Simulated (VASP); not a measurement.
Calculation: PBE GGA, VASP's PBE PAW potentials (set 64) (plane waves; VASP).

A VASP calculation is set up with these files.

### POSCAR
```
ZnO
3.285980
  0.4999999248  -0.8660254112   0.0000000000
  0.4999999248   0.8660254112   0.0000000000
  0.0000000000   0.0000000000   1.6143530513
Zn O
2 2
Cart
  0.4999999248  -0.2886757144   0.8091936851
  0.4999999248   0.2886757144   0.0020171595
  0.4999999248  -0.2886757144   1.4218422318
  0.4999999248   0.2886757144   0.6146657061
```

INCAR:
```
SYSTEM = ZnO
PREC = Accurate; ENCUT = 600; LREAL = .FALSE.
LASPH = .TRUE.
EDIFF = 1E-7; NELM = 100; ALGO = Normal
LMAXMIX = 4
ISMEAR = 0; SIGMA = 0.05
GGA = PE
ISIF = 2
LWAVE = .FALSE.; LCHARG = .FALSE.
```

**KPOINTS**
```
Regular mesh
0
Gamma
 8 8 4
0 0 0
```

POTCAR, in this order: Zn O (PBE.64 set). Program: vasp_std.

The run wrote:

### OSZICAR
```
       N       E                     dE             d eps       ncg     rms          rms(c)
DAV:   1     0.298734725844E+03    0.29873E+03   -0.20648E+04  1336   0.259E+03
DAV:   2     0.120820780866E+02   -0.28665E+03   -0.27568E+03  1398   0.461E+02
DAV:   3    -0.204394097323E+02   -0.32521E+02   -0.32270E+02  1578   0.161E+02
DAV:   4    -0.211041188835E+02   -0.66471E+00   -0.66387E+00  1482   0.245E+01
DAV:   5    -0.211091842731E+02   -0.50654E-02   -0.50652E-02  1494   0.207E+00    0.143E+01
DAV:   6    -0.177402285539E+02    0.33690E+01   -0.12153E+01  2316   0.744E+01    0.866E+00
DAV:   7    -0.179006407882E+02   -0.16041E+00   -0.26384E+00  1440   0.198E+01    0.520E+00
DAV:   8    -0.179264097681E+02   -0.25769E-01   -0.84407E-01  1984   0.919E+00    0.181E+00
DAV:   9    -0.178614352535E+02    0.64975E-01   -0.19016E-01  2060   0.794E+00    0.343E-01
DAV:  10    -0.178652309798E+02   -0.37957E-02   -0.57936E-02  1338   0.175E+00    0.153E-01
DAV:  11    -0.178651989848E+02    0.31995E-04   -0.16360E-03  1878   0.560E-01    0.371E-02
DAV:  12    -0.178652566331E+02   -0.57648E-04   -0.17754E-04  1900   0.269E-01    0.358E-02
DAV:  13    -0.178652501807E+02    0.64524E-05   -0.45220E-05  1704   0.137E-01    0.123E-02
DAV:  14    -0.178652509604E+02   -0.77973E-06   -0.16337E-05  1464   0.439E-02    0.494E-03
DAV:  15    -0.178652504121E+02    0.54833E-06   -0.19857E-06  1706   0.151E-02    0.161E-03
DAV:  16    -0.178652503540E+02    0.58079E-07   -0.22995E-07  1130   0.476E-03
   1 F= -.17865250E+02 E0= -.17865250E+02  d E =-.203195E-15
```

**OUTCAR**
```
------------------------ aborting loop because EDIFF is reached ----------------------------------------
  FORCE on cell =-STRESS in cart. coord.  units (eV):
  Direction    XX          YY          ZZ          XY          YZ          ZX
  --------------------------------------------------------------------------------------
  Total        0.0115285      0.0115285     -0.0529673      0.0000000      0.0000000     -0.0000000
  in kB        0.3723559      0.3723560     -1.7107812      0.0000000      0.0000000     -0.0000000
  external PRESSURE =      -0.3220231 kB  Pullay stress =       0.0000000 kB
  volume of cell :       49.60
      direct lattice vectors                 reciprocal lattice vectors
     1.642989753 -2.845742181  0.000000000     0.304323261 -0.175701089  0.000000000
     1.642989753  2.845742181  0.000000000     0.304323261  0.175701089  0.000000000
     0.000000000  0.000000000  5.304731839     0.000000000  0.000000000  0.188510943
  FREE ENERGIE OF THE ION-ELECTRON SYSTEM (eV)
  ---------------------------------------------------
  free  energy   TOTEN  =       -17.8652503540 eV

  energy  without entropy=      -17.8652503540  energy(sigma->0) =      -17.86525035
```
(Selected blocks of OUTCAR.)

OUTCAR:
```
 val. band max:        0.8418566576   @ k =   0.0000   0.0000   0.0000

 cond. band min:       1.5610236388   @ k =   0.0000   0.0000   0.0000


 Fermi energy:         1.1050679949

 k-point     1 :       0.0000    0.0000    0.0000
  band No.  band energies     occupation
      1     -16.9300      2.00000
      2     -16.2723      2.00000
      3      -4.6710      2.00000
      4      -4.6710      2.00000
      5      -4.6262      2.00000
      6      -4.4936      2.00000
      7      -4.4925      2.00000
      8      -4.4924      2.00000
      9      -3.6040      2.00000
     10      -3.6040      2.00000
     11      -3.4132      2.00000
     12      -3.4132      2.00000
     13      -3.1458      2.00000
     14       0.0997      2.00000
     15       0.0997      2.00000
     16       0.7625      2.00000
     17       0.8419      2.00000
     18       0.8419      2.00000
     19       1.5610      0.00000
     20       5.9100      0.00000
     21       8.8898      0.00000
     22      13.5400      0.00000

 k-point     2 :       0.1250    0.0000    0.0000
  band No.  band energies     occupation
      1     -16.8519      2.00000
      2     -16.2377      2.00000
      3      -4.7508      2.00000
      4      -4.6252      2.00000
      5      -4.5818      2.00000
      6      -4.4994      2.00000
      7      -4.4267      2.00000
      8      -4.3750      2.00000
      9      -3.6357      2.00000
     10      -3.6070      2.00000
     11      -3.4067      2.00000
     12      -3.3394      2.00000
     13      -3.1639      2.00000
     14      -0.4400      2.00000
     15      -0.0945      2.00000
     16       0.0348      2.00000
     17       0.6649      2.00000
     18       0.7369      2.00000
     19       2.5718      0.00000
     20       6.5117      0.00000
     21       8.8947      0.00000
     22      12.1743      0.00000

 k-point     3 :       0.2500    0.0000    0.0000
  band No.  band energies     occupation
      1     -16.6509      2.00000
...
```

The compound is ZnO in the wurtzite structure. It was relaxed first.
